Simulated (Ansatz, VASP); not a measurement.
# NaBeF3 in VASP and in Ansatz

Contents of INCAR:

```
SYSTEM = NaBeF3
  ALGO = Normal
  EDIFF = 1E-6
  EDIFFG = -0.01
  ENCUT = 600
  GGA = PE
  IBRION = 2
  ISIF = 3
  ISMEAR = 0
  LASPH = .True.
  LCHARG = .False.
  LREAL = .False.
  LWAVE = .False.
  NELM = 60
  NSW = 100
  PREC = Accurate
  SIGMA = 0.02
```

Contents of KPOINTS:

```
k-points
0
Gamma
  6 6 6
  0 0 0
```

The input POSCAR:

```
NaBeF3
1.0
    3.5689295792      0.0000000000      0.0000000000
    0.0000000000      3.5689295792      0.0000000000
    0.0000000000      0.0000000000      3.5689295792
Na Be F
1 1 3
Direct
    0.0000000000      0.0000000000      0.0000000000
    0.5000000000      0.5000000000      0.5000000000
    0.0000000000      0.5000000000      0.5000000000
    0.5000000000      0.0000000000      0.5000000000
    0.5000000000      0.5000000000      0.0000000000
```

Input for Ansatz:

```yaml
crystal:
  lattice:
    - [3.5689295792, 0.0, 0.0]
    - [0.0, 3.5689295792, 0.0]
    - [0.0, 0.0, 3.5689295792]
  atoms:
    - { symbol: Na, position: [0.0, 0.0, 0.0] }
    - { symbol: Be, position: [0.5, 0.5, 0.5] }
    - { symbol: F, position: [0.0, 0.5, 0.5] }
    - { symbol: F, position: [0.5, 0.0, 0.5] }
    - { symbol: F, position: [0.5, 0.5, 0.0] }
basis:
  ecutwfc: 420
kpoints:
  mp_grid: { grid: [6, 6, 6] }
hamiltonian:
  xc: pbe
scf:
  occupations: { method: gaussian, width: 0.02 }
output:
  forces: true
  stress: true
  eigenvalues: true
relax:
  adjacent_minimum: "off"
  f_tol: 0.01
  max_steps: 80
  cell: { stress_tol: 0.05 }
```

Change from the starting cell: species swapped into the HoBRh3 type (Pm-3m, No. 221).

Alike in both runs: task relaxation of cell and atoms; functional PBE; k mesh 6 × 6 × 6; occupations gaussian, width 0.02 eV; no spin polarisation.

|  | VASP | Ansatz |
| --- | --- | --- |
| version | VASP 6.6.1 | Ansatz 0.2.0 |
| potentials or method | VASP PAW PBE potentials, release 64 (Na_pv, Be, F) | scalar-relativistic, plane waves, PAW |
| plane-wave cutoff (eV) | 600 | 420 |
| valence electrons in the cell | 30 | 32 |

|  | VASP | Ansatz | Ansatz less VASP |
| --- | --- | --- | --- |
| gap on the k mesh at the Fermi level, each at its own relaxed structure (eV) | 7.48 | 7.47 | -0.005 |
| relaxed volume (Å³/atom) | 9.06 | 9.09 | +0.030 |
| relaxed cell length with the largest relative difference (Å) | 3.565 | 3.569 | +0.0040 |

The two sets of potentials don't hold the same shells in valence.

A k mesh can miss the band edges.
